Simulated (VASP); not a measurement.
Input for VASP

INCAR:
```
AGGAC = 0.0
ALGO = Normal
EDIFF = 1E-7
ENCUT = 520
GGA = ML
ISIF = 2
ISMEAR = -5
LASPH = .TRUE.
LCHARG = .TRUE.
LORBIT = 11
LREAL = .FALSE.
LUSE_VDW = .TRUE.
LWAVE = .FALSE.
NEDOS = 601
NELM = 100
PREC = Accurate
SYSTEM = Al
ZAB_VDW = -1.8867
```

File KPOINTS:
```
Automatic mesh
0
Gamma
17 17 17
0 0 0
```

**POSCAR**
```
Al
2.8864060
  0.0000000000   0.7071067228   0.7071067228
  0.7071067228   0.0000000000   0.7071067228
  0.7071067228   0.7071067228   0.0000000000
Al
1
direct
  0.0000000000   0.0000000000   0.0000000000
```

POTCAR, in this order: Al (PBE.64 set). Program: vasp_std.

Q: Write an equivalent input for Quantum ESPRESSO's pw.x.

A: One equivalent input (not run):
```
&CONTROL
  calculation = 'scf'
  pseudo_dir = './pseudo'
  outdir = './out'
  tprnfor = .true.
  tstress = .true.
/
&SYSTEM
  ibrav = 0
  nat = 1
  ntyp = 1
  ecutwfc = 40
  occupations = 'tetrahedra'
  input_dft = 'vdw-df2'
/
&ELECTRONS
  conv_thr = 7.3e-09
  electron_maxstep = 100
/
ATOMIC_SPECIES
  Al 26.982 Al.upf
CELL_PARAMETERS angstrom
     0.0000000    2.0409971    2.0409971
     2.0409971    0.0000000    2.0409971
     2.0409971    2.0409971    0.0000000
ATOMIC_POSITIONS crystal
  Al   0.0000000  0.0000000  0.0000000
K_POINTS automatic
  17 17 17 0 0 0
```
Limits of the translation: the potentials are each code's own (VASP's PAW set, PseudoDojo norm-conserving files in pw.x), so ENCUT and ecutwfc are chosen apart and not converted; conv_thr bounds pw.x's estimated SCF error, while EDIFF bounds the energy change between steps.

The compound is Al in the fcc structure. It was relaxed first.
